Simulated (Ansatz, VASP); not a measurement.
Ga2PN in VASP and in Ansatz

```
N Ga P
1.0
     3.69580    0.00000    0.00000
     0.00000    3.69580    0.00000
     0.00000    0.00000    5.18862
N Ga P
1 2 1
Direct
  0.00000 0.00000 0.00000
  0.00000 0.50000 0.78978
  0.50000 0.00000 0.21022
  0.50000 0.50000 0.50000
```

Change from the starting cell: hydrostatic strain +4.7%.

Alike in both runs: task single point; functional PBE; k mesh 8 × 8 × 6; occupations fermi-dirac, width 0.02 eV; no spin polarisation.

|  | VASP | Ansatz |
| --- | --- | --- |
| version | VASP 6.6.1 | Ansatz 0.2.0 |
| potentials or method | VASP PAW PBE potentials, release 64 (N, Ga_d, P) | plane waves, PAW |
| plane-wave cutoff (eV) | 520 | 420 |
| valence electrons in the cell | 36 | 36 |

```csv
,VASP,Ansatz,Ansatz less VASP
pressure (GPa),-8.8,-8.8,-0.05
largest component of the traceless stress (GPa),0.24,0.27,+0.027
rms of the force components (eV/Å),0.015,0.005,-0.0105
```

With one functional, cell and mesh, what is left measures potentials, basis and numerics.
